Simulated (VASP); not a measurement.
Input:

```
SnO
1.0
    3.83834     0.00000     0.00000
    0.00000     3.83834     0.00000
    0.00000     0.00000     4.73709
Sn O
2 2
Direct
  0.50000   0.00000   0.75493
  0.00000   0.50000   0.24507
  0.50000   0.50000   0.00000
  0.00000   0.00000   0.00000
```

Calculation: PBE GGA with D3 dispersion (Becke-Johnson damping), VASP's PBE PAW potentials (set 64) (plane waves; VASP). Run with 520 eV cut-off, Gaussian smearing of 0.050 eV, potentials Sn_d O.

Question: Give the energies of bands 14 to 23 at the high-symmetry points, in eV from the Fermi level.

Answer: 
| band | Γ | X | M | Z | R | A |
|---|---|---|---|---|---|---|
| 14 | -6.76 | -7.35 | -8.88 | -5.91 | -7.51 | -8.73 |
| 15 | -6.06 | -4.78 | -4.89 | -5.91 | -5.31 | -5.44 |
| 16 | -6.06 | -4.78 | -4.89 | -3.40 | -5.31 | -5.44 |
| 17 | -3.31 | -4.65 | -2.37 | -3.03 | -4.60 | -2.74 |
| 18 | -3.01 | -4.65 | -2.37 | -3.03 | -4.60 | -2.74 |
| 19 | -3.01 | -2.66 | -1.84 | -2.95 | -1.65 | -2.37 |
| 20 | 0.01 | -2.66 | -1.84 | -2.05 | -1.65 | -2.37 |
| 21 | 2.21 | 3.33 | -0.02 | 1.75 | 2.74 | 2.34 |
| 22 | 4.51 | 3.33 | -0.02 | 2.80 | 2.74 | 2.34 |
| 23 | 4.51 | 5.80 | 4.58 | 2.80 | 5.26 | 4.29 |

It has no gap at this level: it comes out as a metal or semimetal.

Measured: gap 0.70 eV (computed value off by -0.70 eV), as given by David Waroquiers et al., Physical Review B (2013), arXiv:1302.6756.

The compound is SnO in the litharge structure. It was relaxed first.
